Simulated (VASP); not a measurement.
Consider the following.

```xyz
2
Lattice="0.0000 1.7773 1.7773 1.7773 0.0000 1.7773 1.7773 1.7773 0.0000" Properties=species:S:1:pos:R:3 pbc="T T T"
C      0.0000     0.0000     0.0000
C      0.8887     0.8887     0.8887
```

Calculation: PBEsol GGA, VASP's PBE PAW potentials (set 64) (plane waves; VASP 6.6.1). Settings: 620 eV cut-off, 13×13×13 Γ-centred mesh, Gaussian smearing of 0.050 eV, potentials C.

Q: The ions, cell shape and volume at an external pressure of 5.0 GPa are relaxed. What does this cell relax into?

A: 
```xyz
2
Lattice="0.0000 1.7709 1.7709 1.7709 0.0000 1.7709 1.7709 1.7709 0.0000" Properties=species:S:1:pos:R:3 pbc="T T T"
C      0.0000     0.0000     0.0000
C      0.8855     0.8855     0.8855
```
Space group Fd-3m (227), at a tolerance of 0.03 Å.

Q: How do energy and volume change from the first to the last step?

A: The energy (σ→0) changes by +0.9 meV/atom and the volume by -1.1 %, in 3 ionic steps.

The compound is C in the diamond structure. This run relaxes it under an external pressure of 5 GPa. Symmetry was kept, so distortions that lower it aren't found.
